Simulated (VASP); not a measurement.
An input for Ansatz (written as the equivalent of a VASP run, and not itself run):

Ansatz 0.2 input:
```yaml
crystal:
  lattice:
    - [0.0000000, 2.8350000, 2.8350000]
    - [2.8350000, 0.0000000, 2.8350000]
    - [2.8350000, 2.8350000, 0.0000000]
  atoms:
    - { symbol: Zn, position: [0.0000000, 0.0000000, 0.0000000] }
    - { symbol: Se, position: [0.2500000, 0.2500000, 0.2500000] }
kpoints:
  mp_grid: { grid: [7, 7, 7] }
hamiltonian:
  xc: pbe
  dispersion: d4
  pseudopotentials: { kind: paw }
scf:
  occupations: { method: gaussian, width: 0.05 }
  max_iter: 100
relax:
  max_steps: 60
  f_tol: 0.01
  cell: {}
output: { forces: true, stress: true, eigenvalues: true }
```

Question: Translate this input to VASP (INCAR, KPOINTS, POSCAR, choice of POTCAR).

Answer: This is not unique; one that fits is 
File KPOINTS:
```
Automatic mesh
0
Gamma
7 7 7
0 0 0
```

POSCAR:
```
ZnSe
1
    0.0000000000     2.8350000000     2.8350000000
    2.8350000000     0.0000000000     2.8350000000
    2.8350000000     2.8350000000     0.0000000000
Zn Se
1 1
Direct
  0.0000000000   0.0000000000   0.0000000000
  0.2500000000   0.2500000000   0.2500000000
```

INCAR:
```
IVDW = 13
GGA = PE   ! PBE
EDIFFG = -0.01
SYSTEM = ZnSe
NSW = 60   ! most ionic steps
ENCUT = 520
ALGO = Normal   ! blocked Davidson
NELM = 100
LMAXMIX = 4
PREC = Accurate
ISMEAR = 0   ! Gaussian
LCHARG = .False.
LREAL = .False.
IBRION = 2   ! conjugate gradients
EDIFF = 1E-6
LWAVE = .False.
LASPH = .True.   ! aspherical one-centre terms
SIGMA = 0.05   ! width (eV)
ISIF = 3   ! ions, shape and volume
```

POTCAR, in this order: Zn Se (PBE.64 set). Program: vasp_std.

Limits of the translation: each code has its own PAW files, so the cut-off isn't converted (ENCUT is set for VASP's; basis.ecutwfc is left out, and Ansatz then takes the one that its files recommend); Ansatz stops its SCF on the density residual and VASP on the energy change (EDIFF).

The compound is ZnSe in the zinc blende structure. This run relaxes it. Symmetry was kept, so distortions that lower it aren't found.
